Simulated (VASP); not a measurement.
VASP input:

INCAR:
```
! general
SYSTEM  =  B
PREC    =  Accurate
ENCUT   =  400   ! plane-wave cut-off (eV)
LREAL   =  .FALSE.
LASPH   =  .TRUE.   ! aspherical one-centre terms

! electronic loop
EDIFF   =  1E-6
NELM    =  100   ! most electronic steps
ALGO    =  Normal   ! blocked Davidson

! smearing
ISMEAR  =  0   ! Gaussian
SIGMA   =  0.272

! functional
GGA     =  PE   ! PBE

! ions
ISIF    =  2   ! forces and stress, cell fixed

! output
LWAVE   =  .FALSE.
LCHARG  =  .FALSE.
```

File KPOINTS:
```
Regular mesh
0
gamma
  8 8 1
```

POSCAR:
```
B
1
    2.5099390000     0.0000000000     0.0000000000
   -1.2549690000     2.1736710000     0.0000000000
    0.0000000000     0.0000000000    14.8499800000
B
2
Direct
  0.6666670000   0.3333330000   0.5286190000
  0.3333330000   0.6666670000   0.4713810000
```

POTCAR, in this order: B (PBE.64 set). Program: vasp_std.

### Question
Write an equivalent input for Quantum ESPRESSO's pw.x.

### Answer
One equivalent input (not run):
```
&CONTROL
  calculation = 'scf'
  pseudo_dir = './pseudo'
  outdir = './out'
  tprnfor = .true.
  tstress = .true.
/
&SYSTEM
  ibrav = 0
  nat = 2
  ntyp = 1
  ecutwfc = 76
  occupations = 'smearing'
  smearing = 'gaussian'
  degauss = 0.01999
  input_dft = 'pbe'
/
&ELECTRONS
  conv_thr = 7.3e-08
  electron_maxstep = 100
/
ATOMIC_SPECIES
  B 10.810 B.upf
CELL_PARAMETERS angstrom
     2.5099390    0.0000000    0.0000000
    -1.2549690    2.1736710    0.0000000
     0.0000000    0.0000000   14.8499800
ATOMIC_POSITIONS crystal
  B    0.6666670  0.3333330  0.5286190
  B    0.3333330  0.6666670  0.4713810
K_POINTS automatic
  8 8 1 0 0 0
```
What does not carry over: the potentials are each code's own (VASP's PAW set, PseudoDojo norm-conserving files in pw.x), so ENCUT and ecutwfc are chosen apart and not converted; conv_thr bounds pw.x's estimated SCF error, while EDIFF bounds the energy change between steps.

The cell is a sheet with vacuum, built from a generated structure.
